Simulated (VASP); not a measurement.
Crystal: Be3ZnSe4.

```
CELL_PARAMETERS angstrom
5.46909 0.00000 0.00000
0.00000 5.46909 0.00000
0.00000 0.00000 5.46909
ATOMIC_POSITIONS crystal
Be 0.00000 0.50000 0.00000
Be 0.50000 0.00000 0.00000
Be 0.00000 0.00000 0.50000
Zn 0.00000 0.00000 0.00000
Se 0.25648 0.74352 0.74352
Se 0.25648 0.25648 0.25648
Se 0.74352 0.25648 0.74352
Se 0.74352 0.74352 0.25648
```

The cell was built by a generator and needn't be a form met in nature.

```yaml
Program: VASP 6.6.1
Task: relaxation of cell and atoms
Functional: PBE
Potentials_or_basis: VASP PAW PBE potentials, release 64 (Be, Zn, Se)
Cutoff: 520 eV
k_mesh: 3 × 3 × 3
Occupations: gaussian, width 0.15 eV
Spin: no spin polarisation
```

At the start: pressure -3.2 GPa; volume 20.45 Å³/atom.

Task: Where does the relaxation end?

Result: Over 5 steps the energy falls by 15.6 meV/atom and the volume is 18.86 Å³/atom (-7.8 %); space group P-43m (No. 215, to 0.05 Å).

Step by step:
```tsv
step	energy change (eV)	largest force (eV/Å)	pressure (GPa)	volume (Å³)
1	0.0000	0.0973	-3.22	163.59
2	-0.0806	0.5216	0.59	154.04
3	-0.0846	0.4044	-0.17	155.62
4	-0.1096	0.2688	0.00	153.83
5	-0.1246	0.0065	0.02	150.88
```

Final structure:
```cif
data_structure
_symmetry_space_group_name_H-M 'P 1'
_symmetry_Int_Tables_number 1
_cell_length_a 5.3236
_cell_length_b 5.3236
_cell_length_c 5.3236
_cell_angle_alpha 90.000
_cell_angle_beta 90.000
_cell_angle_gamma 90.000
_cell_volume 150.88
loop_
_atom_site_label
_atom_site_type_symbol
_atom_site_fract_x
_atom_site_fract_y
_atom_site_fract_z
_atom_site_occupancy
Be1 Be 0.00000 0.50000 0.00000 1
Be2 Be 0.50000 0.00000 0.00000 1
Be3 Be 0.00000 0.00000 0.50000 1
Zn1 Zn 0.00000 0.00000 0.00000 1
Se1 Se 0.26127 0.73873 0.73873 1
Se2 Se 0.26127 0.26127 0.26127 1
Se3 Se 0.73873 0.26127 0.73873 1
Se4 Se 0.73873 0.73873 0.26127 1
```
